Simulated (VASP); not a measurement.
An input for Quantum ESPRESSO's pw.x (written as the equivalent of a VASP run, and not itself run):

```
&CONTROL
  calculation = 'vc-relax'
  pseudo_dir = './pseudo'
  outdir = './out'
  tprnfor = .true.
  tstress = .true.
  nstep = 40
  forc_conv_thr = 0.00078
/
&SYSTEM
  ibrav = 0
  nat = 2
  ntyp = 2
  ecutwfc = 82
  occupations = 'smearing'
  smearing = 'gaussian'
  degauss = 0.003675
  input_dft = 'pbe'
/
&ELECTRONS
  conv_thr = 7.3e-08
  electron_maxstep = 100
/
&IONS
/
&CELL
/
ATOMIC_SPECIES
  Ag 107.868 Ag.upf
  Cl 35.450 Cl.upf
CELL_PARAMETERS angstrom
     0.0000000    2.7985297    2.7985297
     2.7985297    0.0000000    2.7985297
     2.7985297    2.7985297    0.0000000
ATOMIC_POSITIONS crystal
  Ag   0.0000000  0.0000000  0.0000000
  Cl   0.5000000  0.5000000  0.5000000
K_POINTS automatic
  8 8 8 0 0 0
```

**Question.** Write the VASP files for the same calculation (PBE).

**Answer.** One answer among several that fit: 
POSCAR:
```
AgCl
1.0
  0.0000000000   2.7985296693   2.7985296693
  2.7985296693   0.0000000000   2.7985296693
  2.7985296693   2.7985296693   0.0000000000
Ag Cl
1 1
direct
  0.0000000000   0.0000000000   0.0000000000
  0.5000000000   0.5000000000   0.5000000000
```

**INCAR**
```
ALGO = Normal
EDIFF = 1E-6
EDIFFG = -0.02
ENCUT = 500
GGA = PE
IBRION = 2
ISIF = 3
ISMEAR = 0
LASPH = .True.
LCHARG = .False.
LMAXMIX = 4
LREAL = .False.
LWAVE = .False.
NELM = 100
NSW = 40
PREC = Accurate
SIGMA = 0.05
SYSTEM = AgCl
```

KPOINTS:
```
Automatic
0
Gamma
  8 8 8
```

POTCAR, in this order: Ag Cl (PBE.64 set). Program: vasp_std.

The two are equivalent in intent, not identical: the potentials are each code's own (VASP's PAW set, PseudoDojo norm-conserving files in pw.x), so ENCUT and ecutwfc are chosen apart and not converted; conv_thr bounds pw.x's estimated SCF error, while EDIFF bounds the energy change between steps; forc_conv_thr acts on force components and is met together with etot_conv_thr.

The compound is AgCl in the rock salt structure. This run relaxes it. Symmetry was kept, so distortions that lower it aren't found.
